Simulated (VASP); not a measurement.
Calculation: PBEsol GGA, VASP's PBE PAW potentials (set 64) (plane waves; VASP). Each cell was relaxed at this level.

Without a dispersion term in the relaxation, distances and binding between the weakly bound layers, chains or molecules are unreliable, and so is what depends on them.

Task: Which of these has an unstable (imaginary) mode at Γ?
A. FeAl, Pm-3m (221)
B. Ca3Tl, Fm-3m (225)
C. Te2W, P6_3/mmc (194)
D. GeS, Cmcm (63)

Result: D, GeS, Cmcm (63). Its optical Γ-point modes are 134i, 126i, 36i, 32, 103, 188, 189, 256, 281 cm⁻¹.
